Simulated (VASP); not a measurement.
Energy against volume of SrCl2 (fluorite). All values below come from TPSS meta-GGA, VASP's PBE PAW potentials (set 64) (plane waves; VASP).

```tsv
V (Å³/atom)	E (eV/atom)
27.104	-10.92982
27.969	-10.94014
28.834	-10.94385
29.699	-10.94194
30.564	-10.93532
```

Task: Fit a third-order Birch-Murnaghan equation of state.

Result: 
| Property | Value |
|---|---|
| volume per atom | 28.95 Å³/atom |
| bulk modulus | 33.8 GPa |
| pressure derivative of the bulk modulus | 4.66 |
| lattice constant a | 7.030 Å |

Measured: a 6.974 Å (computed value off by +0.8 %), as given by Kanchana et al., Calculated structural, elastic and electronic properties of SrCl2 (2010). The calculation is for a static lattice, while the measured a holds thermal and zero-point effects, which are part of the difference.

The compound is SrCl2 in the fluorite structure. It was relaxed first.
